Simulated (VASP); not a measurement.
Wanted: the native input for a VASP 6.6.1 run.

```
Task                   : relaxation of cell and atoms
Functional             : PBE
Potentials or basis    : VASP PAW PBE potentials, release 64 (Sn_d, C)
Cutoff                 : 520 eV
k mesh                 : 6 × 6 × 4
Occupations            : gaussian, width 0.15 eV
Spin                   : no spin polarisation
Further INCAR settings : PREC = Normal; ALGO = Fast; EDIFF = 0.0001; IBRION = 2; EDIFFG = -0.08; NSW = 24; ISIF = 3
```

The structure of Sn2C lies in POSCAR:

```
Sn2C
1.0
    3.9224840200      0.0000000000      0.0000000000
   -1.9612420100      3.3969708100      0.0000000000
    0.0000000000      0.0000000000      5.3956807400
Sn C
2 1
Direct
    0.3333333300      0.6666666700      0.2583232500
    0.6666666700      0.3333333300      0.7416767500
    0.0000000000      0.0000000000      0.0000000000
```

The cell was built by a generator and needn't be a form met in nature.

These files were run (other wordings do the same):

INCAR

```
  PREC = Normal
  ENCUT = 520
  EDIFF = 1E-4
  ISMEAR = 0
  SIGMA = 0.15
  LREAL = False
  LASPH = True
  NELM = 60
  ALGO = Fast
  ISIF = 3
  LWAVE = False
  LCHARG = False
  GGA = PE
  IBRION = 2
  NSW = 24
  EDIFFG = -0.08
```

KPOINTS

```
Automatic mesh
0
Gamma
  6 6 4
```

Potentials or basis: VASP PAW PBE potentials, release 64 (Sn_d, C).

Launch:

```sh
$ cat potpaw_PBE.64/Sn_d/POTCAR potpaw_PBE.64/C/POTCAR > POTCAR
$ mpirun -np 1 vasp_std > vasp.out
```

It gave:

* Relaxed volume: 19.61 Å³/atom
* Relaxed cell: a = 3.496 Å, b = 3.496 Å, c = 5.560 Å, α = 90.00°, β = 90.00°, γ = 120.00°
* Space group after relaxing (to 0.05 Å): P-3m1 (No. 164)
* Energy gained by relaxing: 238.3 meV/atom
* Ionic steps: 15
* Pressure after relaxing: -0.4 GPa
* Largest force after relaxing: 0.021 eV/Å
* Band gap on the k mesh: none (metal or under the smearing width)

Caveat: the volume moved by over 15 % at a fixed basis, so the end points are rough; the relaxation stopped at a loose force limit of 0.08 eV/Å, so its end isn't a converged minimum.

Wall time 120 s on 1 thread of Intel(R) Xeon(R) Platinum 8259CL CPU @ 2.50GHz (Skylake/Cascade Lake), on a shared host, peak memory 0.17 GiB.
